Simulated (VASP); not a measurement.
Here is the system:

```yaml
crystal:
  lattice:
    - [3.52493, 0.00000, 0.00000]
    - [0.00000, 3.52493, 0.00000]
    - [0.00000, 0.00000, 5.12376]
  atoms:
    - { symbol: Hf, position: [0.50000, 0.50000, 0.50000] }
    - { symbol: Hf, position: [0.00000, 0.00000, 0.00000] }
    - { symbol: O, position: [0.00000, 0.50000, 0.69721] }
    - { symbol: O, position: [0.00000, 0.50000, 0.19721] }
    - { symbol: O, position: [0.50000, 0.00000, 0.80279] }
    - { symbol: O, position: [0.50000, 0.00000, 0.30279] }
```

These are PBE GGA, VASP's PBE PAW potentials (set 64) (plane waves; VASP 6.6.1) values and carry that method's errors. Run with 400 eV cut-off, 8×8×5 Γ-centred mesh, Fermi-Dirac smearing of 0.010 eV, potentials Hf_pv O.

At this cut-off the stress carries a Pulay error, which pulls relaxed volumes low.

Q: Which forces act on the atoms, in eV/Å?

A: 
```tsv
atom	Fx	Fy	Fz
Hf1	0.000	0.000	0.000
Hf2	0.000	0.000	0.000
O3	0.000	0.000	0.255
O4	0.000	0.000	0.255
O5	0.000	0.000	-0.255
O6	0.000	0.000	-0.255
```

Q: Give the stress tensor in GPa (positive for a compressed cell).

A: 
```
9.04  0.00  0.00
0.00  9.04  0.00
0.00  0.00  7.22
```
The pressure is its mean diagonal, 8.43 GPa.

The structure comes from a computed database's HfO2 entry; how it stands against other phases isn't given here. The cell was not relaxed at this level.
